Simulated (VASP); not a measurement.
An input for Ansatz (written as the equivalent of a VASP run, and not itself run):

Ansatz 0.2 input:
```yaml
crystal:
  lattice:
    - [0.0000000, 2.7846000, 2.7846000]
    - [2.7846000, 0.0000000, 2.7846000]
    - [2.7846000, 2.7846000, 0.0000000]
  atoms:
    - { symbol: Mg, position: [0.0000000, 0.0000000, 0.0000000] }
    - { symbol: Se, position: [0.5000000, 0.5000000, 0.5000000] }
kpoints:
  mp_grid: { grid: [6, 6, 6] }
hamiltonian:
  xc: pbe
  pseudopotentials: { kind: paw }
scf:
  occupations: { method: gaussian, width: 0.05 }
  max_iter: 100
output: { forces: true, stress: true, eigenvalues: true }
```

**Question.** Write the VASP files for the same calculation (PBE).

**Answer.** Several could match; the one computed here: 
INCAR:
```
SYSTEM = MgSe
PREC = Accurate
ENCUT = 400
EDIFF = 1E-6
NELM = 100
ALGO = Normal
LREAL = .FALSE.
LASPH = .TRUE.
ISMEAR = 0
SIGMA = 0.05
GGA = PE
LMAXMIX = 4
LWAVE = .FALSE.
LCHARG = .FALSE.
ISIF = 2
```

### KPOINTS
```
K-points
0
gamma
6 6 6
```

File POSCAR:
```
MgSe
1
    0.0000000000     2.7846000000     2.7846000000
    2.7846000000     0.0000000000     2.7846000000
    2.7846000000     2.7846000000     0.0000000000
Mg Se
1 1
Direct
  0.0000000000   0.0000000000   0.0000000000
  0.5000000000   0.5000000000   0.5000000000
```

POTCAR, in this order: Mg Se (PBE.64 set). Program: vasp_std.

What does not carry over: each code has its own PAW files, so the cut-off isn't converted (ENCUT is set for VASP's; basis.ecutwfc is left out, and Ansatz then takes the one that its files recommend); Ansatz stops its SCF on the density residual and VASP on the energy change (EDIFF).

The compound is MgSe in the rock salt structure. The cell was not relaxed at this level.
